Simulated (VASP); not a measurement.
A convergence study with VASP on Zr (space group no. 194 when undisturbed): a few settings are varied, all else stays as given below, so the limit is that of these other settings. One atom is moved off its site, so that forces are finite.

```xyz
2
Lattice="1.6231 -2.8112 0.0000 1.6231 2.8112 0.0000 0.0000 0.0000 5.1757" Properties=species:S:1:pos:R:3 pbc="T T T"
Zr     1.6231     0.9371     1.3439
Zr     1.6231    -0.9371     3.8818
```

These are PBE GGA, VASP's PBE PAW potentials (set 64) (plane waves; VASP 6.6.1) values and carry that method's errors. The last row used: 300 eV cut-off, 20×20×12 Γ-centred mesh, first-order Methfessel-Paxton smearing of 0.010 eV, potentials Zr_sv.

```csv
setting,E (eV/atom),pressure (GPa),largest force (eV/Å),irreducible k-points
SIGMA = 1.0,-8.4883,-1.63,0.226,473
SIGMA = 0.5,-8.5080,-1.58,0.205,473
SIGMA = 0.3,-8.5085,-1.47,0.199,473
SIGMA = 0.2,-8.5085,-1.44,0.195,473
SIGMA = 0.1,-8.5090,-1.43,0.191,473
SIGMA = 0.05,-8.5089,-1.44,0.194,473
SIGMA = 0.02,-8.5089,-1.44,0.198,473
SIGMA = 0.01,-8.5089,-1.44,0.200,473
```

VASP warned of too few bands at SIGMA = 1.0; SIGMA = 0.5.

Left out are rungs that failed or repeat a setting and relaxations that didn't move; long series are thinned to 24 rows.

The structure is a typed Zr crystal (space group no. 194). The cell was not relaxed at this level, it is distorted from the ideal structure. VASP warned that the highest band is occupied, so more bands are needed.
